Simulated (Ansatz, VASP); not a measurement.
# Cross-check of Mg between VASP and Ansatz

Aim: how closely do two programs agree when they are given the same cell, functional and k mesh? The cell is taken from a series of runs on this material, whose earlier steps may have relaxed, scaled, displaced or heated it; both programs get it as it stands.

Calculated with Ansatz 0.2.0; plane waves, with VASP 6.6.1 beside it; relaxation of cell and atoms at PBEsol.

This is not the structure that Mg takes at ambient pressure and room temperature (hexagonal, No. 194); it is a model or a phase of other conditions.

## (1) The starting structure

Symmetry: Im-3m, No. 229, cubic system. The conventional cell has a = 3.546 Å, b = 3.546 Å, c = 3.546 Å, α = 90.00°, β = 90.00°, γ = 90.00°. Mg has 8 Mg at 3.07 Å nearest.

## (2) VASP: relaxation of cell and atoms, PBEsol

The relaxed volume is the usual yardstick between codes: in a stiff, nearly cubic crystal its relative difference is about their pressure difference at one cell divided by the bulk modulus.

Lines of VASP's logs that name or quote its potential files are left out, and so is its time.

The input, INCAR:

```
SYSTEM = Mg
PREC = Accurate
ENCUT = 600
EDIFF = 1E-07
NELM = 120
ISMEAR = 0
SIGMA = 0.1
LREAL = .FALSE.
ALGO = Normal
GGA = PS
NBANDS = 7
LORBIT = 11
LWAVE = .FALSE.
LCHARG = .FALSE.
ISIF = 3
IBRION = 2
NSW = 80
EDIFFG = -0.005
LASPH = .TRUE.
GGA_COMPAT = .FALSE.
NELMIN = 4
```

The input, POSCAR:

```
Mg
1.0
   -1.7727640000      1.7727640000      1.7727640000
    1.7727640000     -1.7727640000      1.7727640000
    1.7727640000      1.7727640000     -1.7727640000
Mg
1
Direct
    0.0000000000      0.0000000000      0.0000000000
```

The input, KPOINTS:

```
Automatic mesh
0
Gamma
12 12 12
0 0 0
```

Potentials, in the order of the species: Mg (PBE family, release 64).

On the command line:

```sh
$ mpirun -np 1 vasp_std
```

Numbers of over 12 decimals in the logs are rounded to 6 here.

Log:

```text
[banner, memory and clock lines left out]
running    1 mpi-ranks, on    1 nodes
 distrk:  each k-point on    1 cores,    1 groups
 distr:  one band on    1 cores,    1 groups

 POSCAR found type information on POSCAR Mg
 POSCAR found :  1 types and       1 ions
|                                                                             |
|               ----> ADVICE to this user running VASP <----                  |
|                                                                             |
|     You enforced a specific xc type in the INCAR file but a different       |
|     [... a line on the potential file left out ...]
|     I HOPE YOU KNOW WHAT YOU ARE DOING!                                     |
|                                                                             |

 LDA part: xc-table for (Slater+PW92), standard interpolation
 POSCAR, INCAR and KPOINTS ok, starting setup
 FFT: planning ... GRIDC
 FFT: planning ... GRID_SOFT
 FFT: planning ... GRID
 WAVECAR not read
 entering main loop
       N       E                     dE             d eps       ncg     rms          rms(c)
DAV:   1    -0.100029658866E+01   -0.10003E+01   -0.81014E+02  1057   0.216E+02
DAV:   2    -0.170131124867E+01   -0.70101E+00   -0.69549E+00  1281   0.117E+01
DAV:   3    -0.170428615287E+01   -0.29749E-02   -0.29741E-02  1316   0.867E-01
DAV:   4    -0.170429048590E+01   -0.43330E-05   -0.43330E-05  1393   0.241E-02
DAV:   5    -0.170429050138E+01   -0.15487E-07   -0.15349E-07  1323   0.924E-04    0.686E-01
DAV:   6    -0.169802256003E+01    0.62679E-02   -0.33561E-04  1197   0.106E-01    0.436E-01
DAV:   7    -0.169252950895E+01    0.54931E-02   -0.14681E-03  1064   0.196E-01    0.229E-02
DAV:   8    -0.169253395413E+01   -0.44452E-05   -0.11617E-05  1533   0.204E-02    0.536E-03
DAV:   9    -0.169253403243E+01   -0.78294E-07   -0.54693E-07  1148   0.285E-03
   1 F= -.16925340E+01 E0= -.16913382E+01  d E =-.169253E+01
 curvature:   0.00 expect dE= 0.000E+00 dE for cont linesearch  0.000E+00
 trial: gam= 0.00000 g(F)=  0.490E-65 g(S)=  0.119E-03 ort = 0.000E+00 (trialstep = 0.100E+01)
 search vector abs. value=  0.119E-03
 bond charge predicted
       N       E                     dE             d eps       ncg     rms          rms(c)
DAV:   1    -0.169260845153E+01   -0.74497E-04   -0.30767E-04  1176   0.690E-02    0.568E-03
DAV:   2    -0.169260772595E+01    0.72558E-06   -0.14748E-06  1113   0.910E-03    0.361E-03
DAV:   3    -0.169260686398E+01    0.86197E-06   -0.51275E-08  1260   0.142E-03    0.156E-04
DAV:   4    -0.169260687893E+01   -0.14948E-07   -0.73551E-10   623   0.143E-04
   2 F= -.16926069E+01 E0= -.16913903E+01  d E =-.728465E-04
 trial-energy change:   -0.000073  1 .order   -0.000074   -0.000119   -0.000029
 step:   1.3471(harm=  1.3196)  dis= 0.00000  next Energy=    -1.692612 (dE=-0.778E-04)
 bond charge predicted
       N       E                     dE             d eps       ncg     rms          rms(c)
DAV:   1    -0.169261153035E+01   -0.46664E-05   -0.36882E-05  1162   0.238E-02    0.197E-03
DAV:   2    -0.169261138755E+01    0.14279E-06   -0.17547E-07  1050   0.316E-03    0.125E-03
DAV:   3    -0.169261119961E+01    0.18794E-06   -0.57290E-09   651   0.478E-04    0.543E-05
DAV:   4    -0.169261120467E+01   -0.50653E-08   -0.18410E-10   532   0.980E-05
   3 F= -.16926112E+01 E0= -.16913872E+01  d E =-.771722E-04
 curvature:  -0.65 expect dE=-0.342E-07 dE for cont linesearch -0.342E-07
 trial: gam= 0.00000 g(F)=  0.183E-65 g(S)=  0.522E-07 ort =-0.249E-05 (trialstep = 0.107E+01)
 search vector abs. value=  0.523E-07
 reached required accuracy - stopping structural energy minimisation
```

Parts of OUTCAR (step 2):

```text
ion  position               nearest neighbor table
   1  0.000  0.000  0.000-

  LATTYP: Found a body centered cubic cell.
 ALAT       =     3.5455280000

 Subroutine GETGRP returns: Found 48 space group operations
 (whereof 48 operations were pure point group operations)

The static configuration has the point symmetry O_h .

 Found     72 irreducible k-points:

   k-points           NKPTS =     72   k-points in BZ     NKDIM =     72   number of bands    NBANDS=      7

   dimension x,y,z NGX =    28 NGY =   28 NGZ =   28
   dimension x,y,z NGXF=    56 NGYF=   56 NGZF=   56

   ENCUT  =  600.0 eV  44.10 Ry    6.64 a.u.   6.13  6.13  6.13*2*pi/ulx,y,z

   NELECT =       2.0000    total number of electrons

 k-points in reciprocal lattice and weights: Automatic mesh
   0.00000000  0.00000000  0.00000000       0.001
   0.08333333  0.00000000  0.00000000       0.007
   0.16666667  0.00000000  0.00000000       0.007
   0.25000000  0.00000000  0.00000000       0.007
   0.33333333  0.00000000  0.00000000       0.007
   0.41666667  0.00000000  0.00000000       0.007
   0.50000000  0.00000000  0.00000000       0.003
   0.08333333  0.08333333  0.00000000       0.014
   0.16666667  0.08333333  0.00000000       0.028
[...]
0.50000000  0.50000000  0.41666667       0.007
   0.50000000  0.50000000  0.50000000       0.001

 average (electrostatic) potential at core
       1 -38.7996

 E-fermi :   2.6894

 k-point     1 :       0.0000    0.0000    0.0000
  band No.  band energies     occupation
      1      -4.3118      2.00000
      2      15.8938      0.00000
      3      15.8938      0.00000
      4      15.8938      0.00000
      5      17.9440      0.00000
      6      17.9440      0.00000
    ...

 k-point     2 :       0.0833    0.0000    0.0000
  band No.  band energies     occupation
      1      -4.1457      2.00000
      2      14.1293      0.00000
      3      15.1310      0.00000
      4      15.2087      0.00000
      5      16.6602      0.00000
      6      17.0060      0.00000
    ...

 k-point     3 :       0.1667    0.0000    0.0000
  band No.  band energies     occupation
      1      -3.6493      2.00000
      2      11.2302      0.00000
      3      13.9087      0.00000
      4      14.1942      0.00000
      5      15.3854      0.00000
      6      16.3317      0.00000
    ...

  Total       -0.0006004     -0.0006004     -0.0006004      0.0000000      0.0000000     -0.0000000
  in kB       -0.0429252     -0.0429252     -0.0429252      0.0000000      0.0000000     -0.0000000
  external PRESSURE =      -0.0429252 kB  Pullay stress =       0.0000000 kB

  energy-cutoff  :      600.00
  volume of cell :       22.41
      direct lattice vectors                 reciprocal lattice vectors
    -1.776063322  1.776063322  1.776063322     0.000000000  0.281521494  0.281521494
     1.776063322 -1.776063322  1.776063322     0.281521494  0.000000000  0.281521494
     1.776063322  1.776063322 -1.776063322     0.281521494  0.281521494  0.000000000

 POSITION                                       TOTAL-FORCE (eV/Angst)
 -----------------------------------------------------------------------------------
      0.00000      0.00000      0.00000         0.000000      0.000000      0.000000
 -----------------------------------------------------------------------------------
    total drift:                                0.000000      0.000000      0.000000

  FREE ENERGIE OF THE ION-ELECTRON SYSTEM (eV)
  ---------------------------------------------------
  free  energy   TOTEN  =        -1.6926112047 eV

  energy  without entropy=       -1.6901631775  energy(sigma->0) =       -1.69138719

 reached required accuracy - stopping structural energy minimisation

 total charge
# of ion       s       p       d       tot
------------------------------------------
    1        0.209   0.128   0.013   0.350

[... 3 further parts left out ...]
```

CONTCAR:

```
Mg
   1.00000000000000
    -1.7760633219815671    1.7760633219815671    1.7760633219815671
     1.7760633219815671   -1.7760633219815671    1.7760633219815671
     1.7760633219815671    1.7760633219815671   -1.7760633219815671
  Mg
     1
Direct
     0.0000000000000000    0.0000000000000000    0.0000000000000000
```

## (3) Ansatz: relaxation of cell and atoms, PBEsol

Ansatz runs on its default PAW (the set named soft_2) files.

The same cell, functional, mesh and smearing now go to Ansatz, which takes its cutoff from its data sets.

The input, input.yaml:

```yaml
crystal:
  lattice:
    - [-1.7727644967, 1.7727644967, 1.7727644967]
    - [1.7727644967, -1.7727644967, 1.7727644967]
    - [1.7727644967, 1.7727644967, -1.7727644967]
  atoms:
    - { symbol: Mg, position: [0.0, 0.0, 0.0] }
kpoints:
  mp_grid: { grid: [12, 12, 12] }
hamiltonian:
  xc: pbesol
scf:
  occupations: { method: gaussian, width: 0.1 }
output:
  forces: true
  stress: true
  eigenvalues: true
  write_density: true
  write_potential: true
  elf: true
  volumetric_format: npy
relax:
  adjacent_minimum: "off"
  f_tol: 0.005
  max_steps: 80
  cell: { stress_tol: 0.05 }
```

On the command line:

```sh
$ ansatz run input.yaml --threads 4 --pin off --max-ram 10240MiB --backend cpu --events-out ev --progress --plain --runs-dir out
```

Log:

```text
Engine: ansatz 0.2.0, aarch64-unknown-linux-gnu
Pseudopotentials: kind: paw
Pseudopotential: Mg, paw, valence charge 10, recommended cutoff 420 eV (normal), Mg.paw.azcp
Functional definition: PBEsol
  exchange = pbesol_x
  correlation = pbesol_c
Crystal: 1 atoms, lattice volume = 22.285 Å³
Basis set: ecut = 420 eV, 429 PW (Γ), exchange–correlation on 48×48×48 points (8 copies of the dense FFT grid, shifted against one another)
Bands: 9, of which v1, the nominal top of the filled ones, is band 5 counted from 1 (4 counted from 0)
Symmetry: 48 space group operations
Space group: Im-3m (ITA 229), of the structure as read, at distance tolerance 2.8e-5 Å
k-points: 72 of 1728
Non-local potential: Mg, projectors of the file, l = 0: 3, l = 1: 2, l = 2: 1
PAW form: soft (Blöchl's): semilocal exchange-correlation on the pseudo side does not see the compensation charge
PAW frozen core: Mg, regenerated for the run's functional, and the local potential with it (the file was generated under x = pbe(κ = 0.804, μ = 0.219515), c = pbe(β = 0.066725))
PAW one-centre angular grid: Mg, 110 points (default); XC on 64 Gauss nodes
Initial density: superposition of atomic densities (neutral atoms: chi_scale 0, normalization atom), corrected by the library's trained network
Initial wavefunctions: pseudopotential atomic-orbital guess
Functional: x = pbesol(κ = 0.804, μ = 0.123457), c = pbesol(β = 0.046)
SCF iter   1: F=—  HF=-1912.020250 eV  |F-HF|=—  |Δ(HF+E_count)|=         —  Δρ=1.93e-3  dr2=3.22e-4  ethr=1.77e-3  ⟨swp⟩=5.4  Hψ=4527  notcnv=0
preconditioner: auto → none  [metal: Δε(μ)=0.097 eV  Ē_g=10.200 eV  σ=0.100 eV  W_gap=0.48  n_scr=0 (ndim 8)  ℏωp=11.1 eV  f_vac=0.000  D(μ)=0.48/eV (n_scr^D=0)]
SCF iter   2: F=—  HF=-1912.019762 eV  |F-HF|=—  |Δ(HF+E_count)|=   4.88e-4  Δρ=5.06e-4  dr2=2.17e-5  ethr=3.22e-6  ⟨swp⟩=2.3  Hψ=1575  notcnv=0
SCF iter   3: F=—  HF=-1912.019737 eV  |F-HF|=—  |Δ(HF+E_count)|=   2.54e-5  Δρ=7.53e-5  dr2=4.76e-7  ethr=2.17e-7  ⟨swp⟩=2.0  Hψ=999  notcnv=0  defer=1
iter 4 did not close the SCF: its close was put off for the readings that it lacked (scf_convergence_deferred on its scf_iter line)
SCF iter   4: F=-1912.019737 eV  HF=-1912.019737 eV  |F-HF|=8.99e-8  |Δ(HF+E_count)|=   5.46e-7  Δρ=2.19e-5  dr2=3.44e-8  ethr=4.76e-9  ⟨swp⟩=2.0  Hψ=948  notcnv=0  defer=1
iter 5 did not close the SCF: its close was put off for the readings that it lacked (scf_convergence_deferred on its scf_iter line)
SCF iter   5: F=-1912.019737 eV  HF=-1912.019737 eV  |F-HF|=2.03e-9  |Δ(HF+E_count)|=   5.58e-8  Δρ=3.52e-6  dr2=7.51e-10  ethr=3.44e-10  ⟨swp⟩=2.0  Hψ=1000  notcnv=0  defer=1
SCF iter   6: F=-1912.019737 eV  HF=-1912.019737 eV  |F-HF|=2.36e-11  |Δ(HF+E_count)|=   1.28e-9  Δρ=3.56e-7  dr2=9.27e-12  ethr=7.51e-12  ⟨swp⟩=4.1  Hψ=2791  notcnv=0
SCF 1 converged in 6 iterations: F = -1912.019737 eV  dr2 = 9.27e-12
  greatest PAW one-centre occupation: 1.000 electrons in one spin orbital (limit 2), on the Mg atom at site 0 (counted from 0), in its partial waves of l = 0
relax step   1: F+E_penalty+E_count = -1912.01973739 eV  Δ(F+E_penalty+E_count) = +0.000e0 eV  max|allowed force component| = 0.000e0 eV/Å  Δτ_max = 0.0000 Å  P = +0.255 GPa  Ω = 22.285 Å³  (6 SCF iters, dr2 threshold 1.00e-7 eV, accepted)
[...]
relax step   2: F+E_penalty+E_count = -1912.01985053 eV  Δ(F+E_penalty+E_count) = -1.131e-4 eV  max|allowed force component| = 0.000e0 eV/Å  Δτ_max = 0.0000 Å  P = +0.060 GPa  Ω = 22.402 Å³  energy of the carried Pulay correction = -1.492e-6 eV  (3 SCF iters, dr2 threshold 1.00e-7 eV, accepted)
[...]
relax step   3: F+E_penalty+E_count = -1912.01985692 eV  Δ(F+E_penalty+E_count) = -6.380e-6 eV  max|allowed force component| = 0.000e0 eV/Å  Δτ_max = 0.0000 Å  P = +0.001 GPa  Ω = 22.438 Å³  energy of the carried Pulay correction = -1.953e-6 eV  (3 SCF iters, dr2 threshold 9.03e-9 eV, accepted)
[...]
relax step   4: F+E_penalty+E_count = -1912.01985904 eV  Δ(F+E_penalty+E_count) = -2.123e-6 eV  max|allowed force component| = 0.000e0 eV/Å  Δτ_max = 0.0000 Å  P = +0.001 GPa  Ω = 22.438 Å³  stress off target by 5.94e-4 GPa  SCF on the basis re-selected at this cell (its energy is not comparable with the rows above)  (2 SCF iters)
basis re-selected at this cell: Δ(F+E_penalty+E_count) = -2.123e-6 eV, ΔP = -0.000 GPa vs the last step (what re-selecting the basis moved, of the pressure what is left beyond the Pulay correction that the steps carried, after the strain that the cell walked since its last selection, with what the two solves' SCF thresholds leave and, on support functions, any second-order correction that the steps lacked; it is no measure of the basis error at this ecutwfc). This SCF's stress stands 5.94e-4 GPa from its target on what of the cell is left free (relax.cell.stress_tol is 5.00e-2 GPa) and its largest allowed force component is 0.00e0 eV/Å (relax.f_tol is 5.00e-3 eV/Å): [rest of the remark cut]
SCF converged after 2 iterations
Free energy (F): -1912.019859 eV
Harris-Foulkes:  -1912.019859 eV  (|F-HF|=5.00e-12)
Internal energy: -1912.017357 eV  (E = F + TS)
E sigma→0 (E₀):  -1912.018608 eV
Entropy (-TS):   -0.002502 eV (-2.502 meV/atom)
Fermi energy:    5.765961 eV
--- Per-component energies (eV) ---
  E_band       = -354.411580
  E_kinetic    = 74.982891
  E_local      = -1610.952280  (includes V_loc(G=0)·N_el)
  E_nonlocal   = 96.375045
  E_hartree    = 574.310872
  E_xc         = -28.183880
  E_vxc        = -36.540692  (∫ρ·V_xc dr)
  E_paw        = -281.280814  (= ΣΔE_a)
  E_vpaw       = -26.898317  (= ΣTr[D̂ρ^β])
  E_aug_tail   = -0.000002  (compensation charges beyond the density's cutoff)
  E_ewald      = -737.328051
  E_core_change = 0.058862  (= ΣΔE_core)
  E_smearing   = -0.002502  (= −TS)
  E_closure    = -0.000000  (closes the sum)
  Σ components = -1912.019859   (vs F -1912.019859, Δ=0.00e0)
--- Forces (eV/Å), atoms counted from 1 ---
  atom   1  Mg     0.00000000    -0.00000000     0.00000000
  max |Σ_I F_I| component: 1.39e-29 eV/Å
--- Stress (GPa, compression-positive) ---
        0.000594       0.000000      -0.000000
        0.000000       0.000594      -0.000000
       -0.000000       0.000000       0.000594
  P = ⅓ Tr σ = 0.0006 GPa (0.006 kbar)
--- Band table (eV; the first three rows and the last of 72) ---
  k-point 0: bands = ["-69.8566", "-36.7793", "-36.7793", "-36.7793", "-1.2290", "18.9818", "18.9818", "18.9818", "21.0251"]
  k-point 1: bands = ["-69.8564", "-36.7818", "-36.7802", "-36.7793", "-1.0625", "17.2057", "18.2134", "18.2893", "19.7288"]
  k-point 2: bands = ["-69.8557", "-36.7885", "-36.7825", "-36.7792", "-0.5653", "14.3028", "16.9895", "17.2683", "18.4503"]
  k-point 71: bands = ["-69.8501", "-36.8066", "-36.8066", "-36.8066", "9.7238", "9.7238", "9.7238", "9.8280", "9.8280"]
--- Relaxed structure (3 steps of the walk, 3 accepted, 1 SCFs on fresh bases) ---
  F+E_penalty+E_count = -1912.01985904 eV   max|allowed force component| = 0.000e0 eV/Å   (the final SCF, on the basis selected at the relaxed cell)
  cell:  # Å, volume = 22.4379 Å³
    - [-1.776810, 1.776810, 1.776810]
    - [1.776810, -1.776810, 1.776810]
    - [1.776810, 1.776810, -1.776810]
  atoms:
    - { symbol: Mg, position: [0.0, 0.0, 0.0] }
```

Reading the cycles: dr2 is the Hartree energy of the density residual (eV), the measure of convergence; HF is the Harris–Foulkes estimate of the energy, which meets the free energy F at convergence.

## (4) Comparison

Known differences besides the potentials themselves: the data sets hold 10 valence electrons in Ansatz (on its default PAW (the set named soft_2) files) and 2 in VASP; the cutoff is 420 eV in Ansatz and 600 eV in VASP; Ansatz makes its cores anew for this functional, VASP keeps those of its PBE data sets; Ansatz adds a Pulay correction to the stress that steers its cell, VASP none. Total energies have different zeros and are not compared.

The two programs side by side:

```csv
quantity,Ansatz,VASP,difference
volume (Å³),22.44,22.41,+0.13 %
"edge a after relaxation, in the typed setting (Å)",3.078,3.076,+0.04 %
```

## (5) What came out

| Property | Result |
| --- | --- |
| difference in volume (relaxation of cell and atoms, PBEsol) | 0.13 % |

What this shows: The difference in volume is 0.13 % (relaxation of cell and atoms, PBEsol), within the 1.2 % picked in this series as the mark of a large difference, as far as the stopping tolerances let one tell. The data sets hold unlike numbers of valence electrons (10 in Ansatz and 2 in VASP), so part of the differences comes from the potentials. Such differences can come from data sets, numerical settings and the points named under the comparisons, not from the functional's error against experiment.

[Lines on the potential files, build, host, timing and source positions are cut from VASP's logs without a mark.]

[Logs are printed without paths, hosts, clocks, repeated set-up lines and the standing remarks that a program may print on its own settings, such as how far it seeks lower states.]

[Hosts, paths, dates, database ids (printed as entryN), source tags and the programs' standing remarks are cut or masked in the printed files.]
